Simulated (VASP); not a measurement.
Here is the system:

```xyz
3
Lattice="0.0000 2.5969 2.5969 2.5969 0.0000 2.5969 2.5969 2.5969 0.0000" Properties=species:S:1:pos:R:3 pbc="T T T"
Zr     0.0000     0.0000     0.0000
O      1.2985     1.2985     1.2985
O      3.8954     3.8954     3.8954
```

The numbers are results of revPBE GGA, VASP's PBE PAW potentials (set 64) (plane waves; VASP), not measurements. Settings: 520 eV cut-off, 7×7×7 Γ-centred mesh, Gaussian smearing of 0.050 eV, potentials Zr_sv O.

### Question
Estimate the energy per atom (σ→0), pressure.

### Answer

```json
{
 "energy per atom (σ→0)": "-881.0 kJ/mol of atoms",
 "pressure": "-6.36 GPa"
}
```

The compound is ZrO2 in the fluorite structure, the high-temperature cubic form, which is unstable at 0 K; the monoclinic form is the stable one. This cell is one point of a volume scan, at 1.03 of the reference volume.
